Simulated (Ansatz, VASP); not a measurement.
# Cross-check of LaCrSb3 between VASP and Ansatz, part 3 of 3

Wanted: the spread between two codes on one cell, functional and k mesh.  The cell is a member of a volume series, scaled by 0.96 from a relaxed one, so a pressure remains.

VASP 6.6.1 and Ansatz 0.2.0.

So far. Step 3 (Ansatz: single point, LDA, DFT+U): The run ends at a pressure of 4.01 GPa, with forces up to 0.26 eV/Å.

## 5. VASP: single point, LDA, DFT+U (continued)

Level of this step: LDA, DFT+U (Cr d 4 eV), spin-polarised from a ferromagnetic start; plane waves and PAW (La, Cr_pv, Sb) (VASP).

Numbers of over 12 decimals in the logs are rounded to 6 here.

OUTCAR, selected parts (step 5):

```text
  Total       -8.6078027     -9.7766834     -7.7030836      0.0000000     -0.0000000      0.0000000
  in kB      -26.3854490    -29.9684127    -23.6122189      0.0000000     -0.0000000      0.0000000
  external PRESSURE =     -26.6553602 kB  Pullay stress =       0.0000000 kB

 POSITION                                       TOTAL-FORCE (eV/Angst)
 -----------------------------------------------------------------------------------
      9.26216      3.05833      1.59632         0.004304      0.024357      0.000000
      4.12514      3.05624      4.78896        -0.004304     -0.024357     -0.000000
      9.26216      6.11352      4.78896         0.004304     -0.024357      0.000000
      4.12514      0.00104      1.59632        -0.004304      0.024357     -0.000000
      1.24847      4.58592      3.19264        -0.057039     -0.000000     -0.000000
     12.13883      1.52864      0.00000         0.057039     -0.000000     -0.000000
     12.13883      1.52864      3.19264         0.057039     -0.000000     -0.000000
      1.24847      4.58592      0.00000        -0.057039     -0.000000      0.000000
     12.49235      3.82947      1.59632         0.034069     -0.008895     -0.000000
      0.89495      2.28510      4.78896        -0.034069      0.008895      0.000000
     12.49235      5.34238      4.78896         0.034069      0.008895     -0.000000
      0.89495      0.77219      1.59632        -0.034069     -0.008895      0.000000
     10.33244      6.07328      1.59632         0.053958      0.003566      0.000000
      3.05485      0.04128      4.78896        -0.053958     -0.003566     -0.000000
[...]
-----------------------------------------------------------------------------------
    total drift:                               -0.000008     -0.000000      0.000000

  FREE ENERGIE OF THE ION-ELECTRON SYSTEM (eV)
  ---------------------------------------------------
  free  energy   TOTEN  =      -120.3916024296 eV

  energy  without entropy=     -120.3827571823  energy(sigma->0) =     -120.38717981

 magnetization (x)
# of ion       s       p       d       f       tot
--------------------------------------------------
    1       -0.002  -0.002   0.007   0.006   0.009
    2       -0.002  -0.002   0.007   0.006   0.009
    3       -0.002  -0.002   0.007   0.006   0.009
    4       -0.002  -0.002   0.007   0.006   0.009
    5        0.031   0.023   3.720   0.000   3.773
    6        0.031   0.023   3.720   0.000   3.773
    7        0.031   0.023   3.720   0.000   3.773
    8        0.031   0.023   3.720   0.000   3.773
    9       -0.006  -0.137   0.007   0.000  -0.136
   10       -0.006  -0.137   0.007   0.000  -0.136
   11       -0.006  -0.137   0.007   0.000  -0.136
   12       -0.006  -0.137   0.007   0.000  -0.136
   13       -0.005  -0.057   0.005   0.000  -0.057
[...]
--------------------------------------------------
tot          0.077  -0.649  14.959   0.024  14.411

[... 1 part as in an earlier step ...]

[... 1 further part left out ...]
```

The run ends at a pressure of -2.67 GPa, with forces up to 0.057 eV/Å.

## 6. Ansatz: single point, LDA, DFT+U

The same cell, functional (in two slightly different forms), mesh and smearing now go to Ansatz, which takes its cutoff from its data sets.

The cell is a member of a volume series, scaled by 1.04 from a relaxed one, so a pressure remains.

input.yaml

```yaml
crystal:
  lattice:
    - [13.3872988286, 0.0, 0.0]
    - [0.0, 6.1145659289, 0.0]
    - [0.0, 0.0, 6.3852779291]
  atoms:
    - { symbol: La, position: [0.6918619891, 0.5001707157, 0.25], spin: 0.012 }
    - { symbol: La, position: [0.3081380109, 0.4998292843, 0.75], spin: 0.012 }
    - { symbol: La, position: [0.6918619891, 0.9998292843, 0.75], spin: 0.012 }
    - { symbol: La, position: [0.3081380109, 0.0001707157, 0.25], spin: 0.012 }
    - { symbol: Cr, position: [0.093257755, 0.75, 0.5], spin: 3.733 }
    - { symbol: Cr, position: [0.906742245, 0.25, 0.0], spin: 3.733 }
    - { symbol: Cr, position: [0.906742245, 0.25, 0.5], spin: 3.733 }
    - { symbol: Cr, position: [0.093257755, 0.75, 0.0], spin: 3.733 }
    - { symbol: Sb, position: [0.9331496222, 0.6262861678, 0.25], spin: -0.131 }
    - { symbol: Sb, position: [0.0668503778, 0.3737138322, 0.75], spin: -0.131 }
    - { symbol: Sb, position: [0.9331496222, 0.8737138322, 0.75], spin: -0.131 }
    - { symbol: Sb, position: [0.0668503778, 0.1262861678, 0.25], spin: -0.131 }
    - { symbol: Sb, position: [0.7718095287, 0.9932486428, 0.25], spin: -0.056 }
    - { symbol: Sb, position: [0.2281904713, 0.0067513472, 0.75], spin: -0.056 }
    - { symbol: Sb, position: [0.7718095287, 0.5067513572, 0.75], spin: -0.056 }
    - { symbol: Sb, position: [0.2281904713, 0.4932486528, 0.25], spin: -0.056 }
    - { symbol: Sb, position: [0.4990425953, 0.75, 0.5], spin: 0.012 }
    - { symbol: Sb, position: [0.5009574047, 0.25, 0.0], spin: 0.012 }
    - { symbol: Sb, position: [0.5009574047, 0.25, 0.5], spin: 0.012 }
    - { symbol: Sb, position: [0.4990425953, 0.75, 0.0], spin: 0.012 }
hamiltonian:
  xc: lda
  pseudopotentials: { kind: paw }
  hubbard: { sites: [{ species: Cr, l: d, u_eff: 4.0 }] }
magnetization:
  spin_polarized: true
kpoints:
  mp_grid: { grid: [2, 3, 3] }
scf:
  occupations: { method: gaussian, width: 0.05 }
  n_extra_bands: 18
output:
  forces: true
  stress: true
  eigenvalues: true
```

Launch:

```sh
> ansatz run input.yaml --threads 8 --pin off --max-ram 18432MiB --backend cpu --events-out ev --progress --plain --runs-dir out
```

Log:

```text
[...]
Crystal: 20 atoms, lattice volume = 522.683 Å³
Basis set: ecut = 420 eV, 10221 PW (Γ)
Bands: 158, of which v1, the nominal top of the filled ones, is band 140 counted from 1 (139 counted from 0)
Symmetry: 8 space group operations
[...]
k-points: 8 of 18
[...]
k-point 1 ↑: bands = [... 136 lower, 9.8385, 9.9012, 10.0590, 10.0923, 10.1229, 10.2289, 10.3769, 10.5069, ... 14 higher]
  k-point 2 ↑: bands = [... 136 lower, 9.8111, 9.8441, 10.0744, 10.0744, 10.1217, 10.1602, 10.2444, 10.3881, ... 14 higher]
  k-point 7 ↓: bands = [... 136 lower, 12.3786, 12.5272, 12.5937, 12.8853, 12.9171, 13.0221, 13.1075, 13.1558, ... 14 higher]
Occupation matrices written to <dir>
[key lines of the parts left out:]
SCF converged after 17 iterations
Magnetization: 15.4823 μB (147.7412 up, 132.2588 down)
Free energy (F): -113626.782264 eV
Fermi energy:    11.588037 eV
P = ⅓ Tr σ = -1.8907 GPa (-18.907 kbar)
```

Wall time 86 s (8 threads of Arm Neoverse N1, shared host); peak memory 4.1 GiB; 10 min of CPU time.

The run ends at a pressure of -1.89 GPa, with forces up to 0.20 eV/Å.

## 7. Comparison

Both answers:

```tsv
quantity	Ansatz	VASP	difference
pressure (GPa)	-1.89	-2.67	+0.77
total moment (μB)	15.48	15.08	+0.40
moment on Cr8 (μB)	3.81	3.77	+0.03
moment on Cr7 (μB)	3.81	3.77	+0.03
moment on Cr6 (μB)	3.81	3.77	+0.03
moment on Cr5 (μB)	3.81	3.77	+0.03
moment on Sb12 (μB)	-0.16	-0.14	-0.02
moment on Sb11 (μB)	-0.16	-0.14	-0.02
moment on Sb10 (μB)	-0.16	-0.14	-0.02
moment on Sb9 (μB)	-0.16	-0.14	-0.02
```

Forces on 10 of the 20 atoms, picked by the larger force of the two programs (eV/Å; atoms numbered as in POSCAR):

```tsv
atom	Ansatz x, y, z	VASP x, y, z
Cr5	0.009, 0.000, 0.000	-0.057, 0.000, 0.000
Cr6	-0.009, 0.000, 0.000	0.057, 0.000, 0.000
Sb9	-0.142, 0.143, 0.000	0.034, -0.009, 0.000
Sb10	0.142, -0.143, 0.000	-0.034, 0.009, 0.000
Sb11	-0.142, -0.143, 0.000	0.034, 0.009, 0.000
Sb12	0.142, 0.143, 0.000	-0.034, -0.009, 0.000
Sb13	-0.024, -0.154, 0.000	0.054, 0.004, 0.000
Sb14	0.024, 0.154, 0.000	-0.054, -0.004, 0.000
Sb15	-0.024, 0.154, 0.000	0.054, -0.004, 0.000
Sb16	0.024, -0.154, 0.000	-0.054, 0.004, 0.000
```

The forces differ by 77 meV/Å r.m.s., which is 333.1 % of the r.m.s. force of 0.02 eV/Å (both taken over all components).

## 8. What came out

```json
{
 "difference in total moment (single point, LDA, DFT+U, volume scaled by 0.96)": "0.36 μB",
 "difference in total moment (single point, LDA, DFT+U, volume scaled by 1.04)": "0.40 μB"
}
```

The difference in total moment is 0.36 μB (single point, LDA, DFT+U). How closely two codes agree says nothing of how well the functional describes the real material.

[Lines on the potential files, build, host, timing and source positions are cut from VASP's logs without a mark.]

[Logs are printed without paths, hosts, clocks, repeated set-up lines and the standing remarks that a program may print on its own settings, such as how far it seeks lower states.]

[Hosts, paths, dates, database ids (printed as entryN), source tags and the programs' standing remarks are cut or masked in the printed files.]
